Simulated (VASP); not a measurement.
```xyz
2
Lattice="0.0000 2.4400 2.4400 2.4400 0.0000 2.4400 2.4400 2.4400 0.0000" Properties=species:S:1:pos:R:3 pbc="T T T"
Y      0.0000     0.0000     0.0000
N      2.4400     2.4400     2.4400
```

The numbers are results of r2SCAN meta-GGA, VASP's PBE PAW potentials (set 64) (plane waves; VASP), not measurements. Settings: 520 eV cut-off, 8×8×8 Γ-centred mesh, Gaussian smearing of 0.050 eV, potentials Y_sv N.

Question: The ions, cell shape and volume are relaxed. Which structure does the run end with?

Answer: 
```xyz
2
Lattice="0.0000 2.4482 2.4482 2.4482 0.0000 2.4482 2.4482 2.4482 0.0000" Properties=species:S:1:pos:R:3 pbc="T T T"
Y      0.0000     0.0000     0.0000
N      2.4482     2.4482     2.4482
```
Space group Fm-3m (225), at a tolerance of 0.03 Å.

Question: How do energy and volume change from the first to the last step?

Answer: The energy (σ→0) changes by -0.8 meV/atom and the volume by +1.0 %, in 3 ionic steps.

The compound is YN in the rock salt structure. This run relaxes it. Symmetry was kept, so distortions that lower it aren't found.
